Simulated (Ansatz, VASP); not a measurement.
# Cu3Rh2 (Rh-Cu-Cu-Cu-Rh stack, (111) layers): VASP beside Ansatz, part 2 of 3

Wanted: the spread between two codes on one cell, functional and k mesh. The cell is taken from a series of runs on this material, whose earlier steps may have relaxed, scaled, displaced or heated it; both programs get it as it stands.

VASP 6.6.1 and Ansatz 0.2.0.

So far: Starting point; Ansatz: zone-centre phonons, PBE.

**3. VASP: zone-centre phonons, PBE**

Level of this step: PBE; plane waves and PAW (Rh_pv, Cu) (VASP).

The same cell, functional, mesh and smearing now go to VASP, with its own data sets.

Lines of VASP's logs that name or quote its potential files are left out, and so is its time.

The input, INCAR:

```
SYSTEM = Cu3Rh2
PREC = Accurate
ENCUT = 600
EDIFF = 1E-08
NELM = 120
ISMEAR = 1
SIGMA = 0.2
LREAL = .FALSE.
ALGO = Normal
GGA = PE
NBANDS = 39
LASPH = .TRUE.
LORBIT = 11
LWAVE = .FALSE.
LCHARG = .FALSE.
ISIF = 2
IBRION = 8
GGA_COMPAT = .FALSE.
NELMDL = -8
KPAR = 2
```

The input, POSCAR:

```
Cu3Rh2
1.0
    2.6025823916      0.0000000000      0.0000000000
   -1.3012911958      2.2539024666      0.0000000000
    0.0000000000      0.0000000000     40.4738775071
Rh Cu
2 3
Direct
    0.9999999999      1.0000000000      0.1342699344
    0.3333333333      0.6666666666      0.3434935316
    0.3333333333      0.6666666666      0.1877215786
    0.6666666666      0.3333333333      0.2388817330
    0.9999999999      1.0000000000      0.2900418874
```

The input, KPOINTS:

```
Automatic mesh
0
Gamma
8 8 1
0 0 0
```

The projector-augmented-wave data sets are Rh_pv and Cu (PBE family, release 64).

Started as:

```bash
$ mpirun -np 2 vasp_std
```

Log:

```text
[banner, memory and clock lines left out]
running    2 mpi-ranks, on    1 nodes
 distrk:  each k-point on    1 cores,    2 groups
 distr:  one band on    1 cores,    1 groups

 POSCAR found type information on POSCAR RhCu
 POSCAR found :  2 types and       5 ions
 LDA part: xc-table for (Slater+PW92), standard interpolation
 POSCAR, INCAR and KPOINTS ok, starting setup
 FFT: planning ... GRIDC
 FFT: planning ... GRID_SOFT
 FFT: planning ... GRID
 WAVECAR not read
 entering main loop
       N       E                     dE             d eps       ncg     rms          rms(c)
DAV:   1     0.696159299913E+03    0.69616E+03   -0.32959E+04   908   0.184E+03
DAV:   2     0.391691272524E+02   -0.65699E+03   -0.62326E+03   830   0.480E+02
DAV:   3    -0.246967643849E+02   -0.63866E+02   -0.56723E+02   930   0.181E+02
DAV:   4    -0.285191319916E+02   -0.38224E+01   -0.36300E+01  1060   0.452E+01
DAV:   5    -0.286884987407E+02   -0.16937E+00   -0.16496E+00  1107   0.890E+00
DAV:   6    -0.286955020546E+02   -0.70033E-02   -0.70009E-02  1158   0.161E+00
DAV:   7    -0.286956783875E+02   -0.17633E-03   -0.17631E-03  1226   0.268E-01
DAV:   8    -0.286956828667E+02   -0.44792E-05   -0.44795E-05  1180   0.380E-02    0.238E+01
DAV:   9    -0.481706019712E+02   -0.19475E+02   -0.14246E+02  1026   0.309E+02    0.271E+01
DAV:  10    -0.253219310890E+02    0.22849E+02   -0.11666E+02  1128   0.119E+02    0.908E+00
DAV:  11    -0.242585342610E+02    0.10634E+01   -0.17909E+01  1175   0.505E+01    0.368E+00
DAV:  12    -0.241355257082E+02    0.12301E+00   -0.21614E+00  1083   0.364E+01    0.195E+00
DAV:  13    -0.241209962647E+02    0.14529E-01   -0.47150E-01  1145   0.218E+01    0.135E+00
DAV:  14    -0.241012044150E+02    0.19792E-01   -0.13102E-01  1314   0.940E+00    0.644E-01
[...]
DAV:  28    -0.240945413804E+02   -0.16772E-05   -0.45979E-08   629   0.164E-03    0.208E-04
DAV:  29    -0.240945421017E+02   -0.72127E-06   -0.22289E-08   578   0.214E-03    0.133E-04
DAV:  30    -0.240945424191E+02   -0.31744E-06   -0.70285E-09   590   0.870E-04    0.458E-05
DAV:  31    -0.240945425552E+02   -0.13608E-06   -0.17716E-09   567   0.558E-04    0.785E-05
DAV:  32    -0.240945426471E+02   -0.91928E-07   -0.15866E-09   545   0.766E-04    0.460E-05
DAV:  33    -0.240945426758E+02   -0.28662E-07   -0.25006E-10   580   0.381E-04    0.206E-05
DAV:  34    -0.240945426919E+02   -0.16067E-07    0.26345E-11   523   0.207E-04    0.120E-05
DAV:  35    -0.240945426969E+02   -0.50677E-08    0.15351E-10   572   0.147E-04
   1 F= -.24094543E+02 E0= -.24092912E+02  d E =-.489189E-02
 Linear response reoptimize wavefunctions to high precision
DAV:   1    -0.240945426994E+02   -0.24738E-08    0.20451E-10   495   0.858E-05
DAV:   2    -0.240945426993E+02    0.11642E-09    0.21138E-10   558   0.485E-05
DAV:   3    -0.240945426991E+02    0.16007E-09    0.23928E-10   509   0.361E-05
 Linear response DOF=           6
 Linear response progress:
  Degree of freedom:   1/  6
       N       E                     dE             d eps       ncg     rms          rms(c)
RMM:   1    -0.345151274031E+00   -0.34515E+00    0.24474E+01  2679   0.524E+01
RMM:   2    -0.471195993674E+00   -0.12604E+00   -0.23222E-01  4281   0.273E+00    0.148E-01
RMM:   3    -0.471782043236E+00   -0.58605E-03   -0.22907E-02  4429   0.709E-01    0.378E-02
RMM:   4    -0.471729486132E+00    0.52557E-04   -0.12280E-03  5350   0.209E-01    0.114E-01
RMM:   5    -0.471606794883E+00    0.12269E-03   -0.26995E-04  5083   0.768E-02    0.415E-02
RMM:   6    -0.471370993092E+00    0.23580E-03   -0.48436E-05  5249   0.302E-02    0.616E-03
RMM:   7    -0.471324781000E+00    0.46212E-04   -0.16012E-05  5219   0.146E-02    0.435E-03
RMM:   8    -0.471332219028E+00   -0.74380E-05   -0.66868E-06  4506   0.833E-03    0.193E-03
[...]
RMM:   8    -0.687777852798E+00    0.23709E-04   -0.84178E-05  1132   0.673E-02    0.145E-02
RMM:   9    -0.687700496193E+00    0.77357E-04   -0.21323E-05  1133   0.411E-02    0.157E-02
RMM:  10    -0.687639883487E+00    0.60613E-04   -0.14527E-05  1371   0.207E-02    0.639E-03
RMM:  11    -0.687625394102E+00    0.14489E-04   -0.18928E-06  1271   0.101E-02    0.539E-03
RMM:  12    -0.687618843650E+00    0.65505E-05   -0.91629E-07  1179   0.691E-03    0.201E-03
RMM:  13    -0.687628607607E+00   -0.97640E-05   -0.35359E-07  1344   0.399E-03    0.755E-04
RMM:  14    -0.687631986993E+00   -0.33794E-05    0.79638E-08  1571   0.161E-03    0.492E-04
RMM:  15    -0.687632819651E+00   -0.83266E-06    0.86485E-08  1537   0.758E-04    0.216E-04
RMM:  16    -0.687632675684E+00    0.14397E-06    0.15865E-07  1349   0.495E-04    0.743E-05
RMM:  17    -0.687633131348E+00   -0.45566E-06    0.50269E-08  1489   0.294E-04    0.671E-05
RMM:  18    -0.687633784913E+00   -0.65357E-06   -0.87572E-09  1311   0.264E-04    0.815E-05
RMM:  19    -0.687634146009E+00   -0.36110E-06    0.37113E-09  1389   0.190E-04    0.365E-05
RMM:  20    -0.687634160268E+00   -0.14259E-07    0.14244E-08  1503   0.117E-04    0.247E-05
RMM:  21    -0.687634246193E+00   -0.85926E-07    0.25124E-08  1487   0.755E-05    0.729E-06
RMM:  22    -0.687634225700E+00    0.20494E-07    0.13166E-08  1460   0.555E-05    0.817E-06
RMM:  23    -0.687634202438E+00    0.23262E-07   -0.21598E-09  1500   0.450E-05    0.261E-06
[...]
RMM:  16    -0.232227051915E+00    0.45806E-07    0.53294E-13  4796   0.225E-05    0.654E-06
RMM:  17    -0.232227003213E+00    0.48702E-07   -0.17184E-11  4602   0.142E-05    0.316E-06
RMM:  18    -0.232226999235E+00    0.39777E-08   -0.15013E-10  4806   0.961E-06    0.107E-06
 first order change of Fermi-energy   0.45303E-03
 force on displaced ion       3 direction 1 :  -1.717   0.000  -0.001
 Linear response progress:
  Degree of freedom:   4/  6
       N       E                     dE             d eps       ncg     rms          rms(c)
RMM:   1    -0.273034492026E+00   -0.27303E+00   -0.18560E-01  1483   0.476E+00
RMM:   2    -0.265113976069E+00    0.79205E-02   -0.10138E-02  1025   0.120E+00    0.137E-01
RMM:   3    -0.271380113105E+00   -0.62661E-02   -0.24562E-03  1265   0.320E-01    0.698E-01
RMM:   4    -0.266432487331E+00    0.49476E-02   -0.59201E-04  1146   0.159E-01    0.251E-01
RMM:   5    -0.266025431186E+00    0.40706E-03   -0.36784E-04  1044   0.191E-01    0.100E-01
RMM:   6    -0.266057289928E+00   -0.31859E-04   -0.23865E-04  1011   0.175E-01    0.649E-02
RMM:   7    -0.266039178826E+00    0.18111E-04   -0.10792E-04  1031   0.979E-02    0.197E-02
RMM:   8    -0.266031545138E+00    0.76337E-05   -0.42611E-05  1079   0.549E-02    0.141E-02
RMM:   9    -0.266014050930E+00    0.17494E-04   -0.10838E-05  1256   0.170E-02    0.779E-03
RMM:  10    -0.265992474209E+00    0.21577E-04   -0.71409E-07  1183   0.660E-03    0.546E-03
RMM:  11    -0.265972641511E+00    0.19833E-04   -0.12467E-06  1073   0.961E-03    0.224E-03
RMM:  12    -0.265972104229E+00    0.53728E-06   -0.33199E-07  1058   0.546E-03    0.138E-03
RMM:  13    -0.265977680961E+00   -0.55767E-05   -0.99236E-08  1152   0.215E-03    0.297E-04
RMM:  14    -0.265977920071E+00   -0.23911E-06   -0.11410E-08  1313   0.705E-04    0.454E-04
RMM:  15    -0.265977807358E+00    0.11271E-06   -0.36666E-09  1309   0.279E-04    0.140E-04
RMM:  16    -0.265978316406E+00   -0.50905E-06    0.14677E-10  1336   0.258E-04    0.507E-05
RMM:  17    -0.265978041321E+00    0.27508E-06   -0.20174E-09  1320   0.100E-04    0.487E-05
RMM:  18    -0.265978191805E+00   -0.15048E-06   -0.16525E-09  1353   0.970E-05    0.312E-05
RMM:  19    -0.265978033436E+00    0.15837E-06   -0.15367E-09  1358   0.546E-05    0.836E-06
RMM:  20    -0.265978030536E+00    0.28998E-08   -0.24597E-11  1409   0.382E-05    0.894E-06
 first order change of Fermi-energy  -0.22539E-01
 force on displaced ion       3 direction 3 :   0.000   0.000  -8.719
 Linear response progress:
  Degree of freedom:   5/  6
       N       E                     dE             d eps       ncg     rms          rms(c)
RMM:   1    -0.229741564001E+00   -0.22974E+00   -0.89941E-02  2162   0.272E+00
RMM:   2    -0.232459790973E+00   -0.27182E-02   -0.16366E-02  2163   0.979E-01    0.100E-01
RMM:   3    -0.232270151422E+00    0.18964E-03   -0.11432E-03  2511   0.202E-01    0.662E-02
RMM:   4    -0.231973451432E+00    0.29670E-03   -0.43145E-04  2520   0.104E-01    0.172E-02
RMM:   5    -0.231972135363E+00    0.13161E-05   -0.28515E-05  2497   0.244E-02    0.671E-03
RMM:   6    -0.231941659293E+00    0.30476E-04   -0.19504E-06  2190   0.106E-02    0.390E-03
RMM:   7    -0.231934105183E+00    0.75541E-05   -0.16278E-06  2206   0.889E-03    0.131E-03
RMM:   8    -0.231929250512E+00    0.48547E-05   -0.65077E-07  2558   0.431E-03    0.904E-04
RMM:   9    -0.231928400568E+00    0.84994E-06   -0.61659E-08  2276   0.151E-03    0.341E-04
RMM:  10    -0.231929075717E+00   -0.67515E-06   -0.42270E-08  2723   0.596E-04    0.118E-04
RMM:  11    -0.231929435801E+00   -0.36008E-06   -0.15716E-08  2655   0.219E-04    0.479E-05
RMM:  12    -0.231929479922E+00   -0.44121E-07   -0.32776E-09  2553   0.106E-04    0.531E-05
RMM:  13    -0.231929322660E+00    0.15726E-06   -0.36091E-09  2304   0.564E-05    0.171E-05
RMM:  14    -0.231929253192E+00    0.69468E-07   -0.21228E-10  2684   0.278E-05    0.728E-06
RMM:  15    -0.231929214754E+00    0.38438E-07   -0.16472E-10  2734   0.123E-05    0.240E-06
RMM:  16    -0.231929212822E+00    0.19323E-08   -0.43341E-12  2639   0.598E-06    0.173E-06
 first order change of Fermi-energy  -0.70144E-04
 force on displaced ion       4 direction 1 :  -1.698   0.000   0.000
 Linear response progress:
  Degree of freedom:   6/  6
       N       E                     dE             d eps       ncg     rms          rms(c)
RMM:   1    -0.269414151674E+00   -0.26941E+00   -0.11258E-01  1106   0.307E+00
RMM:   2    -0.266237206844E+00    0.31769E-02   -0.14780E-02  1003   0.130E+00    0.106E-01
RMM:   3    -0.267168340966E+00   -0.93113E-03   -0.26833E-03  1197   0.309E-01    0.217E-01
RMM:   4    -0.266848912903E+00    0.31943E-03   -0.23936E-04  1212   0.762E-02    0.137E-01
RMM:   5    -0.266933371124E+00   -0.84458E-04   -0.22585E-04  1099   0.120E-01    0.679E-02
RMM:   6    -0.267049055741E+00   -0.11568E-03   -0.20911E-04  1112   0.143E-01    0.493E-02
RMM:   7    -0.266968786202E+00    0.80270E-04   -0.25719E-05  1057   0.476E-02    0.800E-03
RMM:   8    -0.266955693600E+00    0.13093E-04   -0.96721E-06  1279   0.154E-02    0.546E-03
RMM:   9    -0.266935881940E+00    0.19812E-04   -0.50389E-07  1115   0.622E-03    0.455E-03
RMM:  10    -0.266930542924E+00    0.53390E-05   -0.10811E-07  1050   0.472E-03    0.484E-03
RMM:  11    -0.266915898895E+00    0.14644E-04   -0.30593E-07  1189   0.407E-03    0.518E-04
RMM:  12    -0.266915772303E+00    0.12659E-06   -0.25457E-08  1169   0.149E-03    0.627E-04
RMM:  13    -0.266916341410E+00   -0.56911E-06   -0.10767E-08  1281   0.447E-04    0.634E-04
RMM:  14    -0.266915569362E+00    0.77205E-06   -0.22581E-09  1193   0.257E-04    0.173E-04
RMM:  15    -0.266915982041E+00   -0.41268E-06    0.37297E-09  1327   0.276E-04    0.657E-05
RMM:  16    -0.266915770911E+00    0.21113E-06   -0.11625E-09  1308   0.747E-05    0.313E-05
RMM:  17    -0.266915479369E+00    0.29154E-06   -0.31881E-09  1333   0.644E-05    0.157E-05
RMM:  18    -0.266915523644E+00   -0.44275E-07    0.43938E-10  1371   0.250E-05    0.688E-06
RMM:  19    -0.266915478788E+00    0.44856E-07   -0.60395E-10  1430   0.291E-05    0.107E-05
RMM:  20    -0.266915527608E+00   -0.48820E-07   -0.24572E-10  1422   0.251E-05    0.281E-06
RMM:  21    -0.266915540036E+00   -0.12428E-07   -0.22542E-10  1407   0.101E-05    0.103E-06
RMM:  22    -0.266915546240E+00   -0.62046E-08   -0.92133E-11  1354   0.793E-06    0.117E-06
 first order change of Fermi-energy   0.32143E-02
 force on displaced ion       4 direction 3 :  -0.000   0.000  -7.301
 Linear response finished
```

(Part 2 of 3 ends here.)

[Lines on the potential files, build, host, timing and source positions are cut from VASP's logs without a mark.]

[Logs are printed without paths, hosts, clocks, repeated set-up lines and the standing remarks that a program may print on its own settings, such as how far it seeks lower states.]

[Hosts, paths, dates, database ids (printed as entryN), source tags and the programs' standing remarks are cut or masked in the printed files.]
